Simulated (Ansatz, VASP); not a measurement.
**One calculation of Ga2AsN, two programs**

File INCAR:

```
SYSTEM = Ga2AsN
PREC = Accurate ; ENCUT = 520
EDIFF = 1E-6 ; ISMEAR = -1
SIGMA = 0.02 ; LREAL = .FALSE.
LASPH = .TRUE. ; NELM = 100
ALGO = Normal ; ISIF = 2
LWAVE = .FALSE. ; LCHARG = .TRUE.
GGA = PE ; LELF = .TRUE.
LVHAR = .TRUE. ; NBANDS = 26
```

The input KPOINTS:

```
regular mesh
0
G
  8 8 6
  0 0 0
```

The input POSCAR:

```
Ga2AsN
1.0
    3.4089598272      0.0000000000      0.0000000000
    0.0000000000      3.4089598272      0.0000000000
    0.0000000000      0.0000000000      4.7898193904
N Ga As
1 2 1
Direct
    0.0000000000      0.0000000000      0.0000000000
    0.0000000000      0.5000000000      0.8058286584
    0.5000000000      0.0000000000      0.1941713416
    0.5000000000      0.5000000000      0.5000000000
```

Input for Ansatz:

```yaml
crystal:
  lattice:
    - [3.4089598272, 0.0, 0.0]
    - [0.0, 3.4089598272, 0.0]
    - [0.0, 0.0, 4.7898193904]
  atoms:
    - { symbol: "N", position: [0.0, 0.0, 0.0] }
    - { symbol: Ga, position: [0.0, 0.5, 0.8058286584] }
    - { symbol: As, position: [0.5, 0.5, 0.5] }
    - { symbol: Ga, position: [0.5, 0.0, 0.1941713416] }
kpoints:
  mp_grid: { grid: [8, 8, 6] }
  band_path:
    path:
      - [0.0, 0.0, 0.0]
      - [0.0, 0.5, 0.0]
      - [0.5, 0.5, 0.0]
      - [0.0, 0.0, 0.5]
      - [0.0, 0.5, 0.5]
      - [0.5, 0.5, 0.5]
      - [0.05, 0.05, 0.0]
    npoints: 1
hamiltonian:
  xc: pbe
scf:
  occupations: { method: fermi_dirac, width: 0.02 }
  n_extra_bands: 5
output:
  forces: true
  stress: true
  eigenvalues: true
```

Change from the starting cell: hydrostatic strain -5.4%.

Alike in both runs: task single point; functional PBE; k mesh 8 × 8 × 6; occupations fermi-dirac, width 0.02 eV; no spin polarisation.

|  | VASP | Ansatz |
| --- | --- | --- |
| version | VASP 6.6.1 | Ansatz 0.2.0 |
| potentials or method | VASP PAW PBE potentials, release 64 (N, Ga_d, As) | plane waves, PAW |
| plane-wave cutoff (eV) | 520 | 420 |
| valence electrons in the cell | 36 | 46 |

|  | VASP | Ansatz | Ansatz less VASP |
| --- | --- | --- | --- |
| pressure (GPa) | 31.0 | 30.7 | -0.29 |
| largest component of the traceless stress (GPa) | 0.14 | 0.18 | +0.044 |
| rms of the force components (eV/Å) | 0.086 | 0.079 | -0.0066 |

The two sets of potentials don't hold the same shells in valence.

Caveats: so large a pressure means that the cell lies far from this level's equilibrium, or that cutoff or potentials fall short (VASP).
